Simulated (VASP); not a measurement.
# Ga3BiO4 (I-42m) in VASP: density of states with PBE

Aim: the density of states of Ga3BiO4 with PBE.

Everything below comes from runs of VASP 6.6.1. Logs are shortened: lines on timing, memory, paths and dates and some standing lists are left out, and cuts for length are marked.

**1. The structure**

Symmetry: I-42m, No. 121, tetragonal system. The conventional cell has a = 4.344 Å, b = 4.344 Å, c = 12.787 Å, α = 90.00°, β = 90.00°, γ = 90.00°. Ga (site symmetry -4) has 4 O at 1.88 Å as nearest neighbours. Ga (site symmetry -42m) is surrounded by 4 O at 2.64 Å. Bi (site symmetry -42m) has 4 O at 2.59 Å as nearest neighbours. O (site symmetry m) is surrounded by 2 Ga at 1.88 Å.

The cell was built by a generator and needn't be a form met in nature.

**2. Density of states, PBE**

Contents of POSCAR:

```
Ga3BiO4
1.0
   -2.1721300000      2.1721300000      6.3933100000
    2.1721300000     -2.1721300000      6.3933100000
    2.1721300000      2.1721300000     -6.3933100000
Ga Bi O
3 1 4
Direct
    0.2500000000      0.7500000000      0.5000000000
    0.7500000000      0.2500000000      0.5000000000
    0.0000000000      0.0000000000      0.0000000000
    0.5000000000      0.5000000000      0.0000000000
    0.0906710000      0.0906710000      0.5125020000
    0.4218310000      0.9093290000      0.0000000000
    0.5781690000      0.5781690000      0.4874980000
    0.9093290000      0.4218310000      0.0000000000
```

Contents of INCAR.step1:

```
SYSTEM = Ga3BiO4
ALGO     = Normal         ! electronic algorithm
EDIFF    = 1E-6           ! SCF threshold, eV
ENCUT    = 520            ! plane-wave cutoff, eV
GGA      = PE             ! functional
ISIF     = 2              ! what is computed and relaxed
ISMEAR   = 0              ! smearing method
KPAR     = 8            
LASPH    = .True.         ! aspherical terms in the spheres
LCHARG   = .True.         ! write CHGCAR
LREAL    = .False.        ! projectors in reciprocal space
LWAVE    = .False.        ! write WAVECAR
NBANDS   = 49             ! bands
NELM     = 80             ! most SCF steps
PREC     = Accurate       ! precision mode
SIGMA    = 0.1            ! smearing width, eV
```

Contents of KPOINTS.step1:

```
k-points
0
Gamma
  10 10 10
  0 0 0
```

Contents of INCAR.step2:

```
SYSTEM = Ga3BiO4
ALGO     = Normal         ! electronic algorithm
EDIFF    = 1E-6           ! SCF threshold, eV
ENCUT    = 520            ! plane-wave cutoff, eV
GGA      = PE             ! functional
ICHARG   = 11             ! starting density
ISIF     = 2              ! what is computed and relaxed
ISMEAR   = -5             ! smearing method
KPAR     = 8            
LASPH    = .True.         ! aspherical terms in the spheres
LCHARG   = .False.        ! write CHGCAR
LORBIT   = 11             ! projections on sites
LREAL    = .False.        ! projectors in reciprocal space
LWAVE    = .False.        ! write WAVECAR
NBANDS   = 49             ! bands
NEDOS    = 1001           ! points of the DOS
NELM     = 80             ! most SCF steps
PREC     = Accurate       ! precision mode
SIGMA    = 0.1            ! smearing width, eV
```

Contents of KPOINTS.step2:

```
k-points
0
Gamma
  15 15 15
  0 0 0
```

Potentials or basis: VASP PAW PBE potentials, release 64 (Ga_d, Bi_d, O).

On the command line:

```sh
$ cat potpaw_PBE.64/Ga_d/POTCAR potpaw_PBE.64/Bi_d/POTCAR potpaw_PBE.64/O/POTCAR > POTCAR
$ cp INCAR.step1 INCAR
$ cp KPOINTS.step1 KPOINTS
$ mpirun -np 8 vasp_std > vasp.out
$ cp INCAR.step2 INCAR
$ cp KPOINTS.step2 KPOINTS
$ mpirun -np 8 vasp_std > vasp.out
```

OUTCAR:

```text
SYSTEM = Ga3BiO4
   EDIFF = 1E-6
   ENCUT = 520
   GGA = PE
   ICHARG = 11
   ISIF = 2
   ISMEAR = -5
   LASPH = .True.
   LORBIT = 11
   LREAL = .False.
   NELM = 80
   PREC = Accurate

 ion  position               nearest neighbor table
   1  0.250  0.750  0.500-   5 1.88   6 1.88   7 1.88   8 1.88
   2  0.750  0.250  0.500-   5 1.88   7 1.88   8 1.88   6 1.88
   3  0.000  0.000  0.000-   4 3.07   4 3.07   4 3.07   4 3.07
   4  0.500  0.500  0.000-   5 2.59   6 2.59   8 2.59   7 2.59   3 3.07   3 3.07   3 3.07   3 3.07

   5  0.091  0.091  0.513-   1 1.88   2 1.88   4 2.59
   6  0.422  0.909  0.000-   2 1.88   1 1.88   4 2.59
   7  0.578  0.578  0.487-   1 1.88   2 1.88   4 2.59
   8  0.909  0.422  0.000-   1 1.88   2 1.88   4 2.59

  LATTYP: Found a body centered tetragonal cell.
 ALAT       =     4.3442600000
 C/A-ratio  =     2.9433367248

  Lattice vectors:

 A1 = (  -2.1721300000,   2.1721300000,   6.3933100000)
 A2 = (   2.1721300000,  -2.1721300000,   6.3933100000)
 A3 = (   2.1721300000,   2.1721300000,  -6.3933100000)

Analysis of symmetry for initial positions (statically):
=====================================================================
 Subroutine PRICEL returns:
 Original cell was already a primitive cell.

 Routine SETGRP: Setting up the symmetry group for a
 body centered tetragonal supercell.

 Subroutine GETGRP returns: Found  8 space group operations
 (whereof  8 operations were pure point group operations)
 out of a pool of 16 trial point group operations.

The static configuration has the point symmetry D_2d.

Analysis of symmetry for dynamics (positions and initial velocities):
=====================================================================
 Subroutine PRICEL returns:
 Original cell was already a primitive cell.

 Routine SETGRP: Setting up the symmetry group for a
 body centered tetragonal supercell.

 Subroutine GETGRP returns: Found  8 space group operations
 (whereof  8 operations were pure point group operations)
 out of a pool of 16 trial point group operations.

The dynamic configuration has the point symmetry D_2d.

 Subroutine INISYM returns: Found  8 space group operations
 (whereof  8 operations are pure point group operations),
 and found     1 'primitive' translations

----------------------------------------------------------------------------------------

                                     Primitive cell

  volume of cell :     120.6584

  direct lattice vectors                    reciprocal lattice vectors
    -2.172130000  2.172130000  6.393310000     0.000000000  0.230188801  0.078206750
     2.172130000 -2.172130000  6.393310000     0.230188801  0.000000000  0.078206750
     2.172130000  2.172130000 -6.393310000     0.230188801  0.230188801  0.000000000

  length of vectors
     7.093004316  7.093004316  7.093004316     0.243111456  0.243111456  0.325536124

  position of ions in fractional coordinates (direct lattice)
     0.250000000  0.750000000  0.500000000
     0.750000000  0.250000000  0.500000000
     0.000000000  0.000000000  0.000000000
     0.500000000  0.500000000  0.000000000
     0.090671000  0.090671000  0.512502000
     0.421831000  0.909329000  0.000000000
     0.578169000  0.578169000  0.487498000
     0.909329000  0.421831000  0.000000000

  ion indices of the primitive-cell ions
   primitive index   ion index
                 1           1
                 2           2
                 3           3
                 4           4
                 5           5
                 6           6
                 7           7
                 8           8

----------------------------------------------------------------------------------------

 KPOINTS: k-points

Automatic generation of k-mesh.
 Grid dimensions read from file:
 generate k-points for:   15   15   15

 Generating k-lattice:

  Cartesian coordinates                     Fractional coordinates (reciprocal lattice)
     0.000000000  0.015345920  0.005213783     0.066666667 -0.000000000  0.000000000
     0.015345920  0.000000000  0.005213783    -0.000000000  0.066666667  0.000000000
     0.015345920  0.015345920  0.000000000     0.000000000  0.000000000  0.066666667

  Length of vectors
     0.016207430  0.016207430  0.021702408

  Shift w.r.t. Gamma in fractional coordinates (k-lattice)
     0.000000000  0.000000000  0.000000000

 TETIRR: Found   4311 inequivalent tetrahedra from    20250

 Subroutine IBZKPT returns following result:
 ===========================================

 Found    288 irreducible k-points:

 Following reciprocal coordinates:
            Coordinates               Weight
  0.000000  0.000000  0.000000      1.000000
  0.066667  0.000000 -0.000000      8.000000
  0.133333  0.000000  0.000000      8.000000
  0.200000 -0.000000  0.000000      8.000000
  0.266667  0.000000  0.000000      8.000000
  0.333333 -0.000000  0.000000      8.000000
[... 16 lines left out ...]
  0.133333  0.133333  0.000000      8.000000
  0.200000  0.133333  0.000000     16.000000
 [... further k-points ...]
   k-points           NKPTS =    288   k-points in BZ     NKDIM =    288   number of bands    NBANDS=     49
   number of dos      NEDOS =   1001   number of ions     NIONS =      8
   total plane-waves  NPLWV = 157464
   dimension x,y,z NGX =    54 NGY =   54 NGZ =   54
   dimension x,y,z NGXF=   108 NGYF=  108 NGZF=  108
   ions per type =               3   1   4
   NGX,Y,Z   is equivalent  to a cutoff of  12.66, 12.66, 12.66 a.u.
   NGXF,Y,Z  is equivalent  to a cutoff of  25.31, 25.31, 25.31 a.u.
 SYSTEM =  Ga3BiO4
   PREC   = accura    normal or accurate (medium, high low for compatibility)
   ISTART =      0    job   : 0-new  1-cont  2-samecut
   ICHARG =     11    charge: 1-file 2-atom 10-const
   ISPIN  =      1    spin polarized calculation?
   LNONCOLLINEAR =      F non collinear calculations
   LSORBIT =      F    spin-orbit coupling
   LASPH  =      T    aspherical Exc in radial PAW
   ENCUT  =  520.0 eV  38.22 Ry    6.18 a.u.  13.19 13.19 13.19*2*pi/ulx,y,z
   NELM   =     80;   NELMIN=  2; NELMDL=  0     # of ELM steps
   EDIFF  = 0.1E-05   stopping-criterion for ELM
   LREAL  =      F    real-space projection
   EDIFFG = 0.1E-04   stopping-criterion for IOM
   NSW    =      0    number of steps for IOM
   IBRION =     -1    ionic relax: 0-MD 1-quasi-New 2-CG
   NFREE  =      0    steps in history (QN), initial steepest desc. (CG)
   ISIF   =      2    stress and relaxation
   ISYM   =      2    0-nonsym 1-usesym 2-fastsym
   POTIM  = 0.5000    time-step for ionic-motion
   TEBEG  =    0.0;   TEEND  =   0.0 temperature during run
   PSTRESS=    0.0 pullay stress
   NELECT =      78.0000    total number of electrons
   NUPDOWN=      -1.0000    fix difference up-down
   EMIN   =  10.00;   EMAX   =-10.00  energy-range for DOS
   EFERMI =   0.00;   METHOD = LEGACY
   ISMEAR =    -5;   SIGMA  =   0.10  broadening in eV -4-tet -1-fermi 0-gaus
   EFERMI_NEDOS =   21; number of points for ismear=-14 and -15
   IALGO  =     38    algorithm
   IMIX   =      4    mixing-type and parameters
     AMIX     =   0.40;   BMIX     =  1.00
     AMIX_MAG =   1.60;   BMIX_MAG =  1.00
  volume/ion in A,a.u.               =      15.08       101.78
  Fermi-wavevector in a.u.,A,eV,Ry     =   1.415535  2.674973 27.262524  2.003739
  Thomas-Fermi vector in A             =   2.536963
   LORBIT       =     11    0 simple, 1 ext, 2 COOP (PROOUT), +10 PAW based schemes
   GGA     = PE    functional components
   LHFCALC =     F    Hartree Fock is set to
   AEXX    =    0.0000 exact exchange contribution
   IVDW    =     0    specifies the selected vdW correction
   LEPSILON=     F    determine dielectric tensor
   LRPA    =     F    only Hartree local field effects (RPA)
 non-spin polarized calculation
 Fermi weights with tetrahedron method with Bloechl corrections
  energy-cutoff  :      520.00
  volume of cell :      120.66
 maximum number of plane-waves:      3283
 NGX is ok and might be reduce to    54

 number of electron      78.0000014 magnetization

 Free energy of the ion-electron system (eV)
  ---------------------------------------------------
  ext. energy  EPLUGINS =         0.00000000
  ---------------------------------------------------
  free energy    TOTEN  =       -42.37672361 eV

  energy without entropy =      -42.37672361  energy(sigma->0) =      -42.37672361

 E-fermi :   5.1671     XC(G=0): -10.5582

 val. band max:        5.2364861111   @ k =  -0.2000  -0.4000   0.2000
 cond. band min:       5.1526669344   @ k =   0.2000   0.2000   0.1333
 fundamental gap:     -0.0838191767
 Fermi energy:         5.1670529340

 k-point     1 :       0.0000    0.0000    0.0000
  band No.  band energies     occupation
      1     -18.0201      2.00000
      2     -17.9878      2.00000
      3     -17.9878      2.00000
      4     -17.9038      2.00000
      5     -17.8984      2.00000
      6     -14.3930      2.00000
[... 41 lines left out ...]
     48      11.8032      0.00000
     49      11.8173      0.00000

 k-point     2 :       0.0667    0.0000   -0.0000
  band No.  band energies     occupation
      1     -18.0199      2.00000
      2     -17.9881      2.00000
      3     -17.9878      2.00000
      4     -17.9039      2.00000
      5     -17.8979      2.00000
      6     -14.3818      2.00000
[... 1136 lines left out ...]
 k-point    24 :       0.2000    0.1333    0.0000
  band No.  band energies     occupation
      1     -18.0171      2.00000
      2     -17.9896      2.00000
      3     -17.9885      2.00000
      4     -17.9056      2.00000
      5     -17.8925      2.00000
      6     -14.2508      2.00000
[... 41 lines left out ...]
     48      11.8132      0.00000
     49      12.0748      0.00000

 [... further k-points ...]

------------------------ aborting loop because EDIFF is reached ----------------------------------------

  FORCE on cell =-STRESS in cart. coord.  units (eV):
  Direction    XX          YY          ZZ          XY          YZ          ZX
  --------------------------------------------------------------------------------------
  -------------------------------------------------------------------------------------
  Total       -0.2702570     -0.2702570     -0.1204431      0.0000000      0.0000000      0.0000000
  in kB       -3.5886420     -3.5886420     -1.5993188      0.0000000      0.0000000      0.0000000
  external PRESSURE =      -2.9255343 kB  Pullay stress =       0.0000000 kB

 VOLUME and BASIS-vectors are now :
 -----------------------------------------------------------------------------
  energy-cutoff  :      520.00
  volume of cell :      120.66
      direct lattice vectors                 reciprocal lattice vectors
    -2.172130000  2.172130000  6.393310000     0.000000000  0.230188801  0.078206750
     2.172130000 -2.172130000  6.393310000     0.230188801  0.000000000  0.078206750
     2.172130000  2.172130000 -6.393310000     0.230188801  0.230188801  0.000000000

 POSITION                                       TOTAL-FORCE (eV/Angst)
 -----------------------------------------------------------------------------------
      2.17213      0.00000      3.19665        -0.000000     -0.000000      0.000000
      0.00000      2.17213      3.19665        -0.000000      0.000000      0.000000
      0.00000      0.00000      0.00000        -0.000000      0.000000      0.000000
      0.00000      0.00000      6.39331        -0.000000     -0.000000      0.000000
      1.11322      1.11322     -2.11721         0.003966      0.003966     -0.001951
      1.05891     -1.05891      8.51052        -0.003966      0.003966      0.001951
      1.05891      1.05891      4.27610        -0.003966     -0.003966     -0.001951
     -1.05891      1.05891      8.51052         0.003966     -0.003966      0.001951
 -----------------------------------------------------------------------------------
    total drift:                                0.000005      0.000005     -0.000000

  FREE ENERGIE OF THE ION-ELECTRON SYSTEM (eV)
  ---------------------------------------------------
  free  energy   TOTEN  =       -42.3767236079 eV

  energy  without entropy=      -42.3767236079  energy(sigma->0) =      -42.37672361

 total charge

# of ion       s       p       d       tot
------------------------------------------
    1        0.740   0.826  10.238  11.805
    2        0.740   0.826  10.238  11.805
    3        1.064   0.384   9.949  11.397
    4        1.588   1.059   9.946  12.592
    5        1.566   3.437   0.000   5.003
    6        1.566   3.437   0.000   5.003
    7        1.566   3.437   0.000   5.003
    8        1.566   3.437   0.000   5.003
--------------------------------------------------
tot         10.395  16.843  40.372  67.610
```

It took 5 min on 8 MPI ranks of Intel Xeon 6975P-C (Granite Rapids), shared host; peak memory 1.4 GiB.

What came out:

| Quantity | Value |
| --- | --- |
| Valence electrons inside the program's atomic spheres | Ga 11.80, 11.40; Bi 12.59; O 5.00 |

States per cell in windows of 0.5 eV (zero at the Fermi level; states under -8 eV left out):
```
from (eV)  total  O5_p  O6_p  O7_p  O8_p  Bi4_p  Ga3_p
     -8.0   0.55  0.05  0.05  0.05  0.05   0.01   0.00
     -7.5   1.76  0.17  0.17  0.17  0.17   0.01   0.00
     -7.0   0.99  0.08  0.08  0.08  0.08   0.03   0.00
     -6.5   1.96  0.15  0.15  0.15  0.15   0.07   0.00
     -6.0   0.80  0.07  0.07  0.07  0.07   0.03   0.00
     -5.5   2.07  0.23  0.23  0.23  0.23   0.05   0.01
     -5.0   2.85  0.34  0.34  0.34  0.34   0.08   0.02
     -4.5   2.77  0.36  0.36  0.36  0.36   0.09   0.03
     -4.0   3.46  0.50  0.50  0.50  0.50   0.08   0.03
     -3.5   2.09  0.31  0.31  0.31  0.31   0.04   0.03
     -3.0   2.57  0.40  0.40  0.40  0.40   0.03   0.02
     -2.5   3.32  0.54  0.54  0.54  0.54   0.05   0.01
     -2.0   1.47  0.18  0.18  0.18  0.18   0.07   0.01
     -1.5   0.45  0.03  0.03  0.03  0.03   0.09   0.04
     -1.0   0.66  0.03  0.03  0.03  0.03   0.14   0.06
     -0.5   0.81  0.02  0.02  0.02  0.02   0.21   0.09
      0.0   0.61  0.02  0.02  0.02  0.02   0.16   0.06
      0.5   0.60  0.02  0.02  0.02  0.02   0.15   0.05
      1.0   0.64  0.02  0.02  0.02  0.02   0.14   0.05
      1.5   0.82  0.03  0.03  0.03  0.03   0.20   0.05
      2.0   0.61  0.03  0.03  0.03  0.03   0.15   0.03
      2.5   1.03  0.04  0.04  0.04  0.04   0.26   0.07
      3.0   0.76  0.03  0.03  0.03  0.03   0.06   0.12
      3.5   1.02  0.04  0.04  0.04  0.04   0.09   0.15
      4.0   1.33  0.06  0.06  0.06  0.06   0.13   0.19
      4.5   1.76  0.07  0.07  0.07  0.07   0.18   0.21
      5.0   2.09  0.10  0.10  0.10  0.10   0.15   0.20
      5.5   1.60  0.06  0.06  0.06  0.06   0.15   0.25
      6.0   1.51  0.05  0.05  0.05  0.05   0.12   0.23
      6.5   2.00  0.08  0.08  0.08  0.08   0.12   0.22
      7.0   2.10  0.10  0.10  0.10  0.10   0.10   0.15
      7.5   1.10  0.04  0.04  0.04  0.04   0.08   0.11
```

Caveat: spin-orbit coupling is left out, which moves the levels of the heavy elements; tetrahedron occupations give inexact forces and stress in metals.
